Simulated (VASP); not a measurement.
Consider the following.

```
CELL_PARAMETERS angstrom
      2.04204    -3.53692     0.00000
      2.04204     3.53692     0.00000
      0.00000     0.00000     5.38290
ATOMIC_POSITIONS crystal
  Te 0.33333 0.66667 0.25325
  Te 0.66667 0.33333 0.74675
  Pt 0.00000 0.00000 0.00000
```

Level of theory: PBE GGA with spin-orbit coupling, VASP's PBE PAW potentials (set 64) (plane waves; VASP 6.6.1). Run with 400 eV cut-off, 8×8×5 Γ-centred mesh, Gaussian smearing of 0.050 eV, potentials Te Pt.

Question: Estimate the energy per atom (σ→0), band gap (over mesh and band path) with the smallest direct gap where there is one.

Answer: 
| Property | Value |
|---|---|
| band gap (over mesh and band path) | none (metal, semimetal or under 0.01 eV) |
| energy per atom (σ→0) | -4.701 eV/atom |

Only differences to runs with the same potentials and settings are physical.

The compound is PtTe2 in the 1T layered structure. It was relaxed first, which changed the volume by +6 %.
